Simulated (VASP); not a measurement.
Ag2O (cuprite): the lattice constant a from VASP (plane waves, PAW) at several levels of theory. Static lattice.  The measured value holds thermal and zero-point effects that the static calculation lacks.

```json
[
 {"level": "LDA", "lattice constant a (Å)": "4.641", "error against measurement": "-2.2 %"},
 {"level": "PBE", "lattice constant a (Å)": "4.813", "error against measurement": "+1.4 %"},
 {"level": "PBEsol", "lattice constant a (Å)": "4.706", "error against measurement": "-0.8 %"}
]
```

Measured: 4.745 Å at 15 K (as given by M. K. Gupta et al., Journal of Applied Physics (2014), arXiv:1311.4701).

The cell of the LDA run:

```xyz
6
Lattice="4.6408 0.0000 0.0000 0.0000 4.6408 0.0000 0.0000 0.0000 4.6408" Properties=species:S:1:pos:R:3 pbc="T T T"
Ag     3.4806     1.1602     3.4806
Ag     1.1602     3.4806     3.4806
Ag     3.4806     3.4806     1.1602
Ag     1.1602     1.1602     1.1602
O      0.0000     0.0000     0.0000
O      2.3204     2.3204     2.3204
```

Only levels that ran to the end are used. Left out are those held back, those with too coarse a band path, GW runs whose mesh misses a band edge, hybrids' fits of cells that aren't cubic and levels without matching references; a question may draw on a part of the rest.

The compound is Ag2O in the cuprite structure.
